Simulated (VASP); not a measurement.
Input of a VASP 6.6.1 run:

The input INCAR:

```
PREC = Accurate
ENCUT = 600
EDIFF = 1E-6
ISMEAR = 0
SIGMA = 0.1
LREAL = False
LASPH = True
NELM = 100
ALGO = Normal
ISIF = 3
LWAVE = False
LCHARG = False
GGA = PE
IBRION = 2
NSW = 90
EDIFFG = -0.04
```

Contents of KPOINTS:

```
Automatic mesh
0
Gamma
  6 6 6
```

POSCAR

```
BeHF3
1.0
    3.4488399606      0.0000000000      0.0000000000
    0.0000000000      3.4488399606      0.0000000000
    0.0000000000      0.0000000000      3.4488399606
Be H F
1 1 3
Direct
    0.5000000000      0.5000000000      0.5000000000
    0.0000000000      0.0000000000      0.0000000000
    0.0000000000      0.5000000000      0.5000000000
    0.5000000000      0.0000000000      0.5000000000
    0.5000000000      0.5000000000      0.0000000000
```

Potentials or basis: VASP PAW PBE potentials, release 64 (Be, H, F).

The run is started by

```sh
$ cat potpaw_PBE.64/Be/POTCAR potpaw_PBE.64/H/POTCAR potpaw_PBE.64/F/POTCAR > POTCAR
$ mpirun -np 1 vasp_std > vasp.out
```

(1) What does it give for the band gap on the k mesh?

Results:

(1) none (metal or under the smearing width).

Caveat: the relaxation stopped at its first step, so nothing moved.
